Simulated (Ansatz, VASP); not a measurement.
# Two plane-wave programs on In3TeCl

```
CELL_PARAMETERS angstrom
6.02000 0.00000 0.00000
0.00000 6.02000 0.00000
0.00000 0.00000 6.02000
ATOMIC_POSITIONS crystal
Cl 0.00000 0.00000 0.00000
Te 0.50000 0.50000 0.50000
In 0.50000 0.50000 0.00000
In 0.50000 0.00000 0.50000
In 0.00000 0.50000 0.50000
```

The cell comes from a database or a generator and needn't be the stable form of this composition.

Alike in both runs: task single point; functional PBE; k mesh 4 × 4 × 4; occupations gaussian, width 0.05 eV; no spin polarisation.

|  | VASP | Ansatz |
| --- | --- | --- |
| version | VASP 6.6.1 | Ansatz 0.2.0 |
| potentials or method | VASP PAW PBE potentials, release 64 (Cl, Te, In_d) | scalar-relativistic, plane waves, PAW |
| plane-wave cutoff (eV) | 520 | 420 |
| valence electrons in the cell | 52 | 62 |

VASP gave:

```
gap on the k mesh at the Fermi level (eV) : none
pressure (GPa)                            : 0.6
```

Problem. Which values does Ansatz return?

Solution. gap on the k mesh at the Fermi level (eV): none; pressure (GPa): 0.7.

A gap of «none» marks a metal or a gap that the smearing closes. With one functional, cell and mesh, what is left measures potentials, basis and numerics. The two sets of potentials don't hold the same shells in valence.

The runs have no spin-orbit coupling, so splittings on Te are missing.
